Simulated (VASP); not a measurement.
OSZICAR of a VASP run on TiC (rock salt):

File OSZICAR:
```
       N       E                     dE             d eps       ncg     rms          rms(c)
DAV:   1     0.119916821084E+03    0.11992E+03   -0.85257E+03  2016   0.158E+03
DAV:   2    -0.141659652367E+02   -0.13408E+03   -0.12799E+03  2100   0.384E+02
DAV:   3    -0.240033138077E+02   -0.98373E+01   -0.95085E+01  2752   0.990E+01
DAV:   4    -0.244110006556E+02   -0.40769E+00   -0.40697E+00  2528   0.193E+01
DAV:   5    -0.244280793749E+02   -0.17079E-01   -0.17078E-01  2796   0.362E+00    0.176E+01
DAV:   6    -0.195107291166E+02    0.49174E+01   -0.34727E+01  2416   0.697E+01    0.777E+00
DAV:   7    -0.187299605127E+02    0.78077E+00   -0.59800E+00  2584   0.301E+01    0.457E+00
DAV:   8    -0.186931669898E+02    0.36794E-01   -0.11926E-01  2168   0.414E+00    0.344E+00
DAV:   9    -0.186679092574E+02    0.25258E-01   -0.29786E-01  2372   0.708E+00    0.898E-01
DAV:  10    -0.186651538720E+02    0.27554E-02   -0.18500E-02  2760   0.168E+00    0.724E-01
DAV:  11    -0.186616371575E+02    0.35167E-02   -0.99106E-03  2460   0.153E+00    0.199E-01
DAV:  12    -0.186614797390E+02    0.15742E-03   -0.85315E-04  2768   0.350E-01    0.465E-02
DAV:  13    -0.186614663370E+02    0.13402E-04   -0.39493E-05  2368   0.712E-02    0.201E-02
DAV:  14    -0.186614626691E+02    0.36679E-05   -0.11608E-05  2940   0.445E-02    0.269E-03
DAV:  15    -0.186614628504E+02   -0.18137E-06   -0.16567E-07  1104   0.517E-03
   1 F= -.18661463E+02 E0= -.18661379E+02  d E =-.167156E-03
```

**Question.** Which electronic solver shows in the log?

**Answer.** It is blocked Davidson (ALGO = Normal, or the opening steps of other solvers). The INCAR had ALGO = Normal.

**Question.** Can the final energy be trusted as converged?

**Answer.** Self-consistency was reached. It stopped with EDIFF = 1E-6, NELM = 100 (PBE GGA, plane waves, VASP's PBE PAW potentials (set 64)).

The compound is TiC in the rock salt structure. The cell was not relaxed at this level. The run is one of a series of settings (ISMEAR = -1, SIGMA = 0.01 against the base run), some of them coarse on purpose.
